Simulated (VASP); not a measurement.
# MgBe3 (P6_3/mmc) in VASP: further runs

One crystal, MgBe3, is run at these levels: PBE, PBEsol+rVV10; tasks: single point.

All numbers are computed with VASP 6.6.1; they aren't measurements. Logs are shortened: lines on timing, memory, paths and dates and some standing lists are left out, and cuts for length are marked.

### 1 The structure

Symmetry: P6_3/mmc, No. 194, hexagonal system. The conventional cell has a = 5.468 Å, b = 5.468 Å, c = 3.628 Å, α = 90.00°, β = 90.00°, γ = 120.00°. Around Mg (site symmetry -6m2) lie 12 Be at 2.63 to 2.75 Å. Be (site symmetry mm2) is surrounded by 6 Be at 2.16 to 2.20 Å.

The cell comes from a database or a generator and needn't be the stable form of this composition.

### 2 Single point, PBE

File INCAR:

```
SYSTEM = MgBe3
PREC = Accurate
ENCUT = 500
EDIFF = 1E-7
ISMEAR = 0
SIGMA = 0.05
LREAL = .FALSE.
LASPH = .TRUE.
NELM = 100
ALGO = Normal
ISIF = 2
LWAVE = .FALSE.
LCHARG = .FALSE.
GGA = PE
NBANDS = 18
```

File KPOINTS:

```
regular mesh
0
G
  6 6 7
  0 0 0
```

File POSCAR:

```
MgBe3
1.0
    5.4676023335      0.0000000000      0.0000000000
   -2.7338011668      4.7350825186      0.0000000000
    0.0000000000      0.0000000000      3.6278910000
Mg Be
2 6
Cartesian
    2.7338011670      1.5783608394      0.9069727500
   -0.0000000003      3.1567216792      2.7209182500
    1.6541110411      4.1117231339      0.9069727500
    0.0000000000      1.2467187693      0.9069727500
   -1.6541110412      4.1117231339      0.9069727500
    4.3879122079      0.6233593847      2.7209182500
    2.7338011667      3.4883637493      2.7209182500
    1.0796901256      0.6233593847      2.7209182500
```

Potentials or basis: VASP PAW PBE potentials, release 64 (Mg, Be).

Launch:

```bash
> cat potpaw_PBE.64/Mg/POTCAR potpaw_PBE.64/Be/POTCAR > POTCAR
> mpirun -np 1 vasp_std > vasp.out
```

OUTCAR:

```text
SYSTEM = MgBe3
   PREC = Accurate
   ENCUT = 500
   EDIFF = 1E-7
   ISMEAR = 0
   LREAL = .FALSE.
   LASPH = .TRUE.
   NELM = 100
   ISIF = 2
   GGA = PE

 ion  position               nearest neighbor table
   1  0.667  0.333  0.250-   6 2.63   6 2.63   8 2.63   8 2.63   7 2.63   7 2.63   4 2.75   3 2.75
                             5 2.75   5 2.75   3 2.75   4 2.75   2 3.64   2 3.64   2 3.64   2 3.64
   2  0.333  0.667  0.750-   5 2.63   5 2.63   3 2.63   3 2.63   4 2.63   4 2.63   7 2.75   8 2.75
                             6 2.75   6 2.75   8 2.75   7 2.75   1 3.64   1 3.64   1 3.64   1 3.64
   3  0.737  0.868  0.250-   5 2.16   4 2.16   7 2.20   7 2.20   6 2.20   6 2.20   2 2.63   2 2.63
                             1 2.75   1 2.75
   4  0.132  0.263  0.250-   5 2.16   3 2.16   8 2.20   8 2.20   6 2.20   6 2.20   2 2.63   2 2.63
                             1 2.75   1 2.75
   5  0.132  0.868  0.250-   3 2.16   4 2.16   7 2.20   7 2.20   8 2.20   8 2.20   2 2.63   2 2.63
                             1 2.75   1 2.75
   6  0.868  0.132  0.750-   8 2.16   7 2.16   4 2.20   4 2.20   3 2.20   3 2.20   1 2.63   1 2.63
                             2 2.75   2 2.75
   7  0.868  0.737  0.750-   6 2.16   8 2.16   3 2.20   3 2.20   5 2.20   5 2.20   1 2.63   1 2.63
                             2 2.75   2 2.75
   8  0.263  0.132  0.750-   6 2.16   7 2.16   4 2.20   4 2.20   5 2.20   5 2.20   1 2.63   1 2.63
                             2 2.75   2 2.75

  LATTYP: Found a hexagonal cell.
 ALAT       =     5.4676023335
 C/A-ratio  =     0.6635250296

  Lattice vectors:

 A1 = (   5.4676023335,   0.0000000000,   0.0000000000)
 A2 = (  -2.7338011668,   4.7350825186,   0.0000000000)
 A3 = (   0.0000000000,   0.0000000000,   3.6278910000)

Analysis of symmetry for initial positions (statically):
=====================================================================
 Subroutine PRICEL returns:
 Original cell was already a primitive cell.

 Routine SETGRP: Setting up the symmetry group for a
 hexagonal supercell.

 Subroutine GETGRP returns: Found 24 space group operations
 (whereof 12 operations were pure point group operations)
 out of a pool of 24 trial point group operations.

The static configuration has the point symmetry D_3d.
 The point group associated with its full space group is D_6h.

Analysis of symmetry for dynamics (positions and initial velocities):
=====================================================================
 Subroutine PRICEL returns:
 Original cell was already a primitive cell.

 Routine SETGRP: Setting up the symmetry group for a
 hexagonal supercell.

 Subroutine GETGRP returns: Found 24 space group operations
 (whereof 12 operations were pure point group operations)
 out of a pool of 24 trial point group operations.

The dynamic configuration has the point symmetry D_3d.
 The point group associated with its full space group is D_6h.

 Subroutine INISYM returns: Found 24 space group operations
 (whereof 12 operations are pure point group operations),
 and found     1 'primitive' translations

----------------------------------------------------------------------------------------

                                     Primitive cell

  volume of cell :      93.9245

  direct lattice vectors                    reciprocal lattice vectors
     5.467602334  0.000000000  0.000000000     0.182895525  0.105594781  0.000000000
    -2.733801167  4.735082519  0.000000000     0.000000000  0.211189561  0.000000000
     0.000000000  0.000000000  3.627891000     0.000000000  0.000000000  0.275642240

  length of vectors
     5.467602334  5.467602334  3.627891000     0.211189561  0.211189561  0.275642240

  position of ions in fractional coordinates (direct lattice)
     0.666666667  0.333333333  0.250000000
     0.333333333  0.666666667  0.750000000
     0.736706010  0.868353005  0.250000000
     0.131646995  0.263293990  0.250000000
     0.131646995  0.868353005  0.250000000
     0.868353005  0.131646995  0.750000000
     0.868353005  0.736706010  0.750000000
     0.263293990  0.131646995  0.750000000

  ion indices of the primitive-cell ions
   primitive index   ion index
                 1           1
                 2           2
                 3           3
                 4           4
                 5           5
                 6           6
                 7           7
                 8           8

----------------------------------------------------------------------------------------

 KPOINTS: regular mesh

Automatic generation of k-mesh.
 Grid dimensions read from file:
 generate k-points for:    6    6    7

 Generating k-lattice:

  Cartesian coordinates                     Fractional coordinates (reciprocal lattice)
     0.030482588  0.017599130  0.000000000     0.166666667  0.000000000  0.000000000
     0.000000000  0.035198260  0.000000000     0.000000000  0.166666667  0.000000000
     0.000000000  0.000000000  0.039377463     0.000000000  0.000000000  0.142857143

  Length of vectors
     0.035198260  0.035198260  0.039377463

  Shift w.r.t. Gamma in fractional coordinates (k-lattice)
     0.000000000  0.000000000  0.000000000

 Subroutine IBZKPT returns following result:
 ===========================================

 Found     28 irreducible k-points:

 Following reciprocal coordinates:
            Coordinates               Weight
  0.000000  0.000000  0.000000      1.000000
  0.166667  0.000000  0.000000      6.000000
  0.333333 -0.000000  0.000000      6.000000
  0.500000 -0.000000  0.000000      3.000000
  0.166667  0.166667  0.000000      6.000000
  0.333333  0.166667  0.000000     12.000000
[... 16 lines left out ...]
  0.166667  0.000000  0.428571     12.000000
  0.333333 -0.000000  0.428571     12.000000
 [... further k-points ...]
   k-points           NKPTS =     28   k-points in BZ     NKDIM =     28   number of bands    NBANDS=     18
   number of dos      NEDOS =    301   number of ions     NIONS =      8
   total plane-waves  NPLWV =  44800
   dimension x,y,z NGX =    40 NGY =   40 NGZ =   28
   dimension x,y,z NGXF=    80 NGYF=   80 NGZF=   56
   ions per type =               2   6
   NGX,Y,Z   is equivalent  to a cutoff of  12.16, 12.16, 12.83 a.u.
   NGXF,Y,Z  is equivalent  to a cutoff of  24.32, 24.32, 25.66 a.u.
 SYSTEM =  MgBe3
   PREC   = accura    normal or accurate (medium, high low for compatibility)
   ISTART =      0    job   : 0-new  1-cont  2-samecut
   ICHARG =      2    charge: 1-file 2-atom 10-const
   ISPIN  =      1    spin polarized calculation?
   LNONCOLLINEAR =      F non collinear calculations
   LSORBIT =      F    spin-orbit coupling
   LASPH  =      T    aspherical Exc in radial PAW
   ENCUT  =  500.0 eV  36.75 Ry    6.06 a.u.   9.97  9.97  6.61*2*pi/ulx,y,z
   NELM   =    100;   NELMIN=  2; NELMDL= -5     # of ELM steps
   EDIFF  = 0.1E-06   stopping-criterion for ELM
   LREAL  =      F    real-space projection
   EDIFFG = 0.1E-05   stopping-criterion for IOM
   NSW    =      0    number of steps for IOM
   IBRION =     -1    ionic relax: 0-MD 1-quasi-New 2-CG
   NFREE  =      0    steps in history (QN), initial steepest desc. (CG)
   ISIF   =      2    stress and relaxation
   ISYM   =      2    0-nonsym 1-usesym 2-fastsym
   POTIM  = 0.5000    time-step for ionic-motion
   TEBEG  =    0.0;   TEEND  =   0.0 temperature during run
   PSTRESS=    0.0 pullay stress
   NELECT =      16.0000    total number of electrons
   NUPDOWN=      -1.0000    fix difference up-down
   EMIN   =  10.00;   EMAX   =-10.00  energy-range for DOS
   EFERMI =   0.00;   METHOD = LEGACY
   ISMEAR =     0;   SIGMA  =   0.05  broadening in eV -4-tet -1-fermi 0-gaus
   EFERMI_NEDOS =   21; number of points for ismear=-14 and -15
   IALGO  =     38    algorithm
   IMIX   =      4    mixing-type and parameters
     AMIX     =   0.40;   BMIX     =  1.00
     AMIX_MAG =   1.60;   BMIX_MAG =  1.00
  volume/ion in A,a.u.               =      11.74        79.23
  Fermi-wavevector in a.u.,A,eV,Ry     =   0.907518  1.714960 11.205608  0.823589
  Thomas-Fermi vector in A             =   2.031335
   LORBIT       =      0    0 simple, 1 ext, 2 COOP (PROOUT), +10 PAW based schemes
   GGA     = PE    functional components
   LHFCALC =     F    Hartree Fock is set to
   AEXX    =    0.0000 exact exchange contribution
   IVDW    =     0    specifies the selected vdW correction
   LEPSILON=     F    determine dielectric tensor
   LRPA    =     F    only Hartree local field effects (RPA)
 non-spin polarized calculation
 Gauss-broadening in eV      SIGMA  =   0.05
  energy-cutoff  :      500.00
  volume of cell :       93.92
 maximum number of plane-waves:      2418
 NGX is ok and might be reduce to    40

 number of electron      16.0000000 magnetization

 Free energy of the ion-electron system (eV)
  ---------------------------------------------------
  ext. energy  EPLUGINS =         0.00000000
  ---------------------------------------------------
  free energy    TOTEN  =       -23.67109122 eV

  energy without entropy =      -23.66976973  energy(sigma->0) =      -23.67043047

 E-fermi :   4.7782     XC(G=0):  -9.6465

 val. band max:        4.7231333355   @ k =   0.1667   0.0000   0.4286
 cond. band min:       4.8300269268   @ k =   0.3333   0.1667   0.2857
 fundamental gap:      0.1068935912
 Fermi energy:         4.7782431604

 k-point     1 :       0.0000    0.0000    0.0000
  band No.  band energies     occupation
      1      -4.9409      2.00000
      2      -0.4060      2.00000
      3       0.4974      2.00000
      4       0.4974      2.00000
      5       1.3001      2.00000
      6       1.3001      2.00000
[... 10 lines left out ...]
     17      11.1140      0.00000
     18      11.1457      0.00000
[... 463 lines left out ...]
 k-point    24 :       0.3333   -0.0000    0.4286
  band No.  band energies     occupation
      1      -2.8993      2.00000
      2      -1.6904      2.00000
      3      -0.4986      2.00000
      4       0.7460      2.00000
      5       1.0854      2.00000
      6       1.7847      2.00000
[... 10 lines left out ...]
     17      10.6567      0.00000
     18      11.2338      0.00000

 [... further k-points ...]

------------------------ aborting loop because EDIFF is reached ----------------------------------------

  FORCE on cell =-STRESS in cart. coord.  units (eV):
  Direction    XX          YY          ZZ          XY          YZ          ZX
  --------------------------------------------------------------------------------------
  -------------------------------------------------------------------------------------
  Total       -0.0248088     -0.0248088      0.2054619      0.0000000      0.0000000     -0.0000000
  in kB       -0.4231924     -0.4231924      3.5047999      0.0000000      0.0000000     -0.0000000
  external PRESSURE =       0.8861384 kB  Pullay stress =       0.0000000 kB

 VOLUME and BASIS-vectors are now :
 -----------------------------------------------------------------------------
  energy-cutoff  :      500.00
  volume of cell :       93.92
      direct lattice vectors                 reciprocal lattice vectors
     5.467602334  0.000000000  0.000000000     0.182895525  0.105594781  0.000000000
    -2.733801167  4.735082519  0.000000000     0.000000000  0.211189561  0.000000000
     0.000000000  0.000000000  3.627891000     0.000000000  0.000000000  0.275642240

 POSITION                                       TOTAL-FORCE (eV/Angst)
 -----------------------------------------------------------------------------------
      2.73380      1.57836      0.90697         0.000000     -0.000000      0.000000
     -0.00000      3.15672      2.72092         0.000000     -0.000000      0.000000
      1.65411      4.11172      0.90697        -0.034038     -0.019652     -0.000000
      0.00000      1.24672      0.90697        -0.000000      0.039304      0.000000
     -1.65411      4.11172      0.90697         0.034038     -0.019652      0.000000
      4.38791      0.62336      2.72092        -0.034038      0.019652      0.000000
      2.73380      3.48836      2.72092         0.000000     -0.039304     -0.000000
      1.07969      0.62336      2.72092         0.034038      0.019652      0.000000
 -----------------------------------------------------------------------------------
    total drift:                                0.000000     -0.000000     -0.000000

  FREE ENERGIE OF THE ION-ELECTRON SYSTEM (eV)
  ---------------------------------------------------
  free  energy   TOTEN  =       -23.6710912161 eV

  energy  without entropy=      -23.6697697315  energy(sigma->0) =      -23.67043047
```

Run time: 30 s. Hardware: 1 thread of Intel Xeon Platinum 8488C (Sapphire Rapids), shared host; peak memory 0.21 GiB.

Results:

```yaml
Free_energy: -23.6711 eV
Pressure: 0.1 GPa
Largest_force: 0.039 eV/Å
Band_gap_on_the_k_mesh: none (metal or under the smearing width)
```

Forces in eV/Å, atoms in the order of the input:
```
Mg   0.000  0.000  0.000
Mg   0.000  0.000  0.000
Be  -0.034 -0.020  0.000
Be   0.000  0.039  0.000
Be   0.034 -0.020  0.000
Be  -0.034  0.020  0.000
Be   0.000 -0.039  0.000
Be   0.034  0.020  0.000
```

### 3 Single point, PBE

File run.py:

```python
from ase.calculators.vasp import Vasp
from ase.dft.bandgap import bandgap
from ase.io import read

atoms = read('MgBe3.xyz')
calc = Vasp(
    directory='calc',
    xc='pbe',
    pp='PBE',
    setups='minimal',
    prec='Accurate',
    encut=500,
    ediff=1e-06,
    ismear=0,
    sigma=0.05,
    lreal=False,
    lasph=True,
    nelm=100,
    algo='Normal',
    isif=2,
    lwave=False,
    lcharg=False,
    kpts=[6, 6, 7],
    gamma=True,
    nbands=18,
)
atoms.calc = calc

print('energy (eV):', atoms.get_potential_energy())
print('free energy (eV):', atoms.get_potential_energy(force_consistent=True))
print('forces (eV/A):')
print(atoms.get_forces())
print('stress (eV/A^3, Voigt):', atoms.get_stress())
print('Fermi level (eV):', calc.get_fermi_level())
gap, top, bottom = bandgap(calc)
print('band gap (eV):', gap, 'from (spin, k, band)', top, 'to', bottom)
```

File MgBe3.xyz:

```xyz
8
Lattice="5.4676023335 0.0000000000 0.0000000000 -2.7338011668 4.7350825186 0.0000000000 0.0000000000 0.0000000000 3.6278910000" Properties=species:S:1:pos:R:3 pbc="T T T"
Mg     2.7338011670      1.5783608394      0.9069727500
Mg    -0.0000000003      3.1567216792      2.7209182500
Be     1.6541110411      4.1117231339      0.9069727500
Be     0.0000000000      1.2467187693      0.9069727500
Be    -1.6541110412      4.1117231339      0.9069727500
Be     4.3879122079      0.6233593847      2.7209182500
Be     2.7338011667      3.4883637493      2.7209182500
Be     1.0796901256      0.6233593847      2.7209182500
```

Potentials or basis: VASP PAW PBE potentials, release 64 (Mg, Be).

Launch:

```bash
> python run.py
```

Log:

```text
energy (eV): -23.67043031
free energy (eV): -23.67109122
forces (eV/A):
[[-0.          0.          0.        ]
 [-0.          0.          0.        ]
 [-0.03394645 -0.01959899  0.        ]
 [-0.          0.03919798 -0.        ]
 [ 0.03394645 -0.01959899  0.        ]
 [-0.03394645  0.01959899  0.        ]
 [ 0.         -0.03919798  0.        ]
 [ 0.03394645  0.01959899 -0.        ]]
stress (eV/A^3, Voigt): [ 0.00026341  0.00026341 -0.00218353 -0.          0.         -0.        ]
Fermi level (eV): 4.77825203
band gap (eV): 0.0 from (spin, k, band) (None, None, None) to (None, None, None)
```

OUTCAR:

```text
ENCUT = 500.000000
   EDIFF = 1.00e-06
   GGA = PE
   PREC = Accurate
   ISIF = 2
   ISMEAR = 0
   NELM = 100
   LASPH = .TRUE.
   LREAL = .FALSE.

 ion  position               nearest neighbor table
   1  0.667  0.333  0.250-   6 2.63   6 2.63   8 2.63   8 2.63   7 2.63   7 2.63   4 2.75   3 2.75
[... 742 lines left out ...]
  volume of cell :       93.92
      direct lattice vectors                 reciprocal lattice vectors
     5.467602334  0.000000000  0.000000000     0.182895525  0.105594781  0.000000000
    -2.733801167  4.735082519  0.000000000     0.000000000  0.211189561  0.000000000
     0.000000000  0.000000000  3.627891000     0.000000000  0.000000000  0.275642240

 POSITION                                       TOTAL-FORCE (eV/Angst)
 -----------------------------------------------------------------------------------
      2.73380      1.57836      0.90697        -0.000000      0.000000      0.000000
     -0.00000      3.15672      2.72092        -0.000000      0.000000      0.000000
      1.65411      4.11172      0.90697        -0.033946     -0.019599      0.000000
      0.00000      1.24672      0.90697        -0.000000      0.039198     -0.000000
     -1.65411      4.11172      0.90697         0.033946     -0.019599      0.000000
      4.38791      0.62336      2.72092        -0.033946      0.019599      0.000000
      2.73380      3.48836      2.72092         0.000000     -0.039198      0.000000
      1.07969      0.62336      2.72092         0.033946      0.019599     -0.000000
 -----------------------------------------------------------------------------------
    total drift:                                0.000000     -0.000000     -0.000000

  FREE ENERGIE OF THE ION-ELECTRON SYSTEM (eV)
  ---------------------------------------------------
  free  energy   TOTEN  =       -23.6710912202 eV

  energy  without entropy=      -23.6697694067  energy(sigma->0) =      -23.67043031
```

INCAR:

```text
ENCUT = 500.000000
SIGMA = 0.050000
EDIFF = 1.00e-06
ALGO = Normal
GGA = PE
PREC = Accurate
ISIF = 2
ISMEAR = 0
NBANDS = 18
NELM = 100
LASPH = .TRUE.
LCHARG = .FALSE.
LWAVE = .FALSE.
LREAL = .FALSE.
```

Run time: 32 s. Hardware: 1 thread of Intel Xeon Platinum 8488C (Sapphire Rapids), shared host; peak memory 0.21 GiB.

Results:

* Free energy: -23.6711 eV
* Pressure: 0.1 GPa
* Largest force: 0.039 eV/Å
* Band gap on the k mesh: none (metal or under the smearing width)

Forces on the atoms (eV/Å):
```
Mg   0.000  0.000  0.000
Mg   0.000  0.000  0.000
Be  -0.034 -0.020  0.000
Be   0.000  0.039  0.000
Be   0.034 -0.020  0.000
Be  -0.034  0.020  0.000
Be   0.000 -0.039  0.000
Be   0.034  0.020  0.000
```

Stress tensor (GPa, compression positive):
```
-0.04  0.00  0.00
 0.00 -0.04  0.00
 0.00  0.00  0.35
```

Levels at points of the mesh, in eV from the Fermi level:
| k point | band 6 | band 7 | band 8 | band 9 | band 10 | band 11 |
| --- | --- | --- | --- | --- | --- | --- |
| (0.00, 0.00, 0.00) | -3.48 | -2.54 | -1.78 | 1.99 | 2.28 | 2.28 |
| (0.50, 0.00, 0.00) | -0.55 | -0.47 | 0.60 | 0.74 | 0.85 | 1.70 |

### 4 Single point, PBEsol+rVV10

File INCAR:

```
SYSTEM = MgBe3
ALGO = Normal ; BPARAM = 20.0
CPARAM = 0.0093 ; EDIFF = 1E-7
ENCUT = 520 ; GGA = PS
ISIF = 2 ; ISMEAR = 0
IVDW_NL = 2 ; LASPH = .True.
LCHARG = .False. ; LREAL = .False.
LUSE_VDW = .True. ; LWAVE = .False.
NELM = 100 ; PREC = Accurate
SIGMA = 0.05
```

File KPOINTS:

```
k-points
0
Gamma
  6 6 7
  0 0 0
```

POSCAR is that of step 2.

Potentials or basis: VASP PAW PBE potentials, release 64 (Mg_pv, Be_sv).

Launch:

```bash
> cat potpaw_PBE.64/Mg_pv/POTCAR potpaw_PBE.64/Be_sv/POTCAR > POTCAR
> mpirun -np 1 vasp_std > vasp.out
```

Run time: 1.7 min. Hardware: 1 thread of Intel Xeon Platinum 8488C (Sapphire Rapids), shared host; peak memory 0.42 GiB.

Results (log left out):

```
Free energy            : -24.9257 eV
Pressure               : -0.9 GPa
Largest force          : 0.064 eV/Å
Band gap on the k mesh : none (metal or under the smearing width)
```

Forces in eV/Å, atoms in the order of the input:
```
Mg   0.000  0.000  0.000
Mg   0.000  0.000  0.000
Be  -0.056 -0.032  0.000
Be   0.000  0.064  0.000
Be   0.056 -0.032  0.000
Be  -0.056  0.032  0.000
Be   0.000 -0.064  0.000
Be   0.056  0.032  0.000
```

Stress tensor (GPa, compression positive):
```
-1.18  0.00  0.00
 0.00 -1.18  0.00
 0.00  0.00 -0.48
```

Levels at points of the mesh, in eV from the Fermi level:
```
           k point  band 18  band 19  band 20  band 21  band 22  band 23
(0.00, 0.00, 0.00)    -3.48    -2.54    -1.79     1.99     2.29     2.29
(0.50, 0.00, 0.00)    -0.54    -0.47     0.59     0.72     0.85     1.70
```

Caveat: the PAW data sets were made with another functional, which shifts forces and pressure a little.
